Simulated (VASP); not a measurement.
Consider the following.

```
Se
1.0
    4.68031     0.00000     0.00000
    0.00000     7.26460     0.00000
    0.00000     0.00000     2.66429
Se
4
Direct
  0.68813   0.39330   0.27034
  0.31187   0.60670   0.27034
  0.18813   0.10670   0.72966
  0.81187   0.89330   0.72966
```

Method: LDA (Ceperley-Alder, Perdew-Zunger), VASP's LDA PAW potentials (set 64) (plane waves; VASP). Run with 400 eV cut-off, Gaussian smearing of 0.050 eV, potentials Se.

Question: Give the energies of bands 5 to 15 at the high-symmetry points, in eV from the Fermi level.

Answer: 
| band | Γ | X | S | Y | Z | U | R | T |
|---|---|---|---|---|---|---|---|---|
| 5 | -5.96 | -6.73 | -5.76 | -6.11 | -7.20 | -6.85 | -6.90 | -7.04 |
| 6 | -5.59 | -6.73 | -5.76 | -6.11 | -7.08 | -6.85 | -6.90 | -7.04 |
| 7 | -4.46 | -3.41 | -5.14 | -3.48 | -4.78 | -5.17 | -5.28 | -4.76 |
| 8 | -3.41 | -3.41 | -5.14 | -3.48 | -4.68 | -5.17 | -5.28 | -4.76 |
| 9 | -3.36 | -1.42 | -0.54 | -2.63 | -3.34 | -3.35 | -3.13 | -3.35 |
| 10 | -2.21 | -1.42 | -0.54 | -2.63 | -3.30 | -3.35 | -3.13 | -3.35 |
| 11 | 1.10 | 1.61 | 1.63 | 0.47 | -1.15 | -2.48 | -2.15 | -1.14 |
| 12 | 1.95 | 1.61 | 1.63 | 0.47 | -1.01 | -2.48 | -2.15 | -1.14 |
| 13 | 2.63 | 3.13 | 3.13 | 2.91 | -0.50 | 1.25 | 0.95 | -0.50 |
| 14 | 3.28 | 3.13 | 3.13 | 2.91 | -0.39 | 1.25 | 0.95 | -0.50 |
| 15 | 4.12 | 4.81 | 4.80 | 5.10 | 2.34 | 3.15 | 2.32 | 2.71 |

It has no gap at this level: it comes out as a metal or semimetal.

The structure comes from a computed database's Se entry (P2_12_12); how it stands against other phases isn't given here. It was relaxed first, which changed the volume by -14 %.
